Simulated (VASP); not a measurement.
An input for Quantum ESPRESSO's pw.x (written as the equivalent of a VASP run, and not itself run):

```
&CONTROL
  calculation = 'vc-relax'
  pseudo_dir = './pseudo'
  outdir = './out'
  tprnfor = .true.
  tstress = .true.
  nstep = 60
  forc_conv_thr = 0.00039
/
&SYSTEM
  ibrav = 0
  nat = 2
  ntyp = 2
  ecutwfc = 82
  occupations = 'smearing'
  smearing = 'methfessel-paxton'
  degauss = 0.00735
  input_dft = 'vdw-df-obk8'
/
&ELECTRONS
  conv_thr = 7.3e-08
  electron_maxstep = 100
/
&IONS
/
&CELL
/
ATOMIC_SPECIES
  Ta 180.948 Ta.upf
  C 12.011 C.upf
CELL_PARAMETERS angstrom
     0.0000000    2.2300000    2.2300000
     2.2300000    0.0000000    2.2300000
     2.2300000    2.2300000    0.0000000
ATOMIC_POSITIONS crystal
  Ta   0.0000000  0.0000000  0.0000000
  C    0.5000000  0.5000000  0.5000000
K_POINTS automatic
  13 13 13 0 0 0
```

Q: Translate this input to VASP (INCAR, KPOINTS, POSCAR, choice of POTCAR).

A: One answer among several that fit: 
INCAR:
```
SYSTEM  =  TaC
PREC  =  Accurate; ENCUT  =  520; LREAL  =  .FALSE.
LASPH  =  .TRUE.
EDIFF  =  1E-6; NELM  =  100; ALGO  =  Normal
LMAXMIX  =  6
ISMEAR  =  1; SIGMA  =  0.1
GGA  =  BO; LUSE_VDW  =  .TRUE.; AGGAC  =  0.0
PARAM1  =  0.1833333333; PARAM2  =  0.22
IBRION  =  2; NSW  =  60; ISIF  =  3
EDIFFG  =  -0.01
LWAVE  =  .FALSE.; LCHARG  =  .FALSE.
```

**POSCAR**
```
TaC
1
    0.0000000000     2.2300000000     2.2300000000
    2.2300000000     0.0000000000     2.2300000000
    2.2300000000     2.2300000000     0.0000000000
Ta C
1 1
Direct
  0.0000000000   0.0000000000   0.0000000000
  0.5000000000   0.5000000000   0.5000000000
```

File KPOINTS:
```
Automatic mesh
0
Gamma
13 13 13
0 0 0
```

POTCAR, in this order: Ta_pv C (PBE.64 set). Program: vasp_std.

The two are equivalent in intent, not identical: the potentials are each code's own (VASP's PAW set, PseudoDojo norm-conserving files in pw.x), so ENCUT and ecutwfc are chosen apart and not converted; conv_thr bounds pw.x's estimated SCF error, while EDIFF bounds the energy change between steps; forc_conv_thr acts on force components and is met together with etot_conv_thr.

The compound is TaC in the rock salt structure. This run relaxes it. Symmetry was kept, so distortions that lower it aren't found.
